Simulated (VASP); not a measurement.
Input of a VASP 6.6.1 run:

The input INCAR:

```
  PREC = Accurate
  ENCUT = 600
  EDIFF = 1E-7
  ISMEAR = 0
  SIGMA = 0.1
  LREAL = F
  LASPH = T
  NELM = 60
  ALGO = Fast
  ISIF = 3
  LWAVE = F
  LCHARG = F
  GGA = PE
  IBRION = 2
  NSW = 90
  EDIFFG = -0.04
```

File KPOINTS:

```
Automatic mesh
0
Gamma
  6 4 4
```

The input POSCAR:

```
CaAs2
1.0
    2.6663556500      0.0000000000      0.0000000000
    0.0000000000      3.8597812200      0.0000000000
    0.0000000000      0.0000000000      5.3327113000
Ca As
1 2
Direct
    0.0000000000      0.5000000000      0.5000000000
    0.5000000000      0.0000000000      0.7500000000
    0.5000000000      0.0000000000      0.2500000000
```

Potentials or basis: VASP PAW PBE potentials, release 64 (Ca_sv, As).

Command:

```bash
$ cat potpaw_PBE.64/Ca_sv/POTCAR potpaw_PBE.64/As/POTCAR > POTCAR
$ mpirun -np 1 vasp_std > vasp.out
```

(1) What does it give for the relaxed cell?

(2) What does it give for the relaxed volume?

Results:

(1) a = 2.910 Å, b = 4.439 Å, c = 5.768 Å, α = 90.00°, β = 90.00°, γ = 90.00°.

(2) 24.84 Å³/atom.

Caveat: the k mesh is coarse (spacing up to 0.41 Å⁻¹), so the values aren't converged; the volume moved by over 15 % at a fixed basis, so the end points are rough.
